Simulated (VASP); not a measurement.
Consider the following.

```
LiTaO3
1.0
    2.50614     1.44692     4.49628
   -2.50614     1.44692     4.49628
    0.00000    -2.89384     4.49628
Li Ta O
2 2 6
Direct
  0.71678   0.71678   0.71678
  0.21678   0.21678   0.21678
  0.00054   0.00054   0.00054
  0.50054   0.50054   0.50054
  0.77553   0.38569   0.13327
  0.13327   0.77553   0.38569
  0.38569   0.13327   0.77553
  0.63327   0.88569   0.27553
  0.88569   0.27553   0.63327
  0.27553   0.63327   0.88569
```

The numbers are results of PBEsol GGA, VASP's PBE PAW potentials (set 64) (plane waves; VASP), not measurements. Numerical set-up: 400 eV cut-off, 4×4×4 Γ-centred mesh, Gaussian smearing of 0.010 eV, potentials Li_sv Ta_pv O.

At this cut-off the stress carries a Pulay error, which pulls relaxed volumes low. Unless said otherwise, spin-orbit coupling is left out, though it shifts the bands of the heavy elements here.

Problem. Estimate the energy per atom (σ→0), pressure, band gap (on the k-mesh) with the smallest direct gap where there is one.

Solution. 
The band gap (on the k-mesh) comes out as 4.13 eV and the smallest direct gap (on the k-mesh) comes out as 4.13 eV. The energy per atom (σ→0) comes out as -8755 meV/atom. The pressure is 12.43 GPa.

The structure comes from a computed database's LiTaO3 entry; how it stands against other phases isn't given here. The cell was not relaxed at this level.
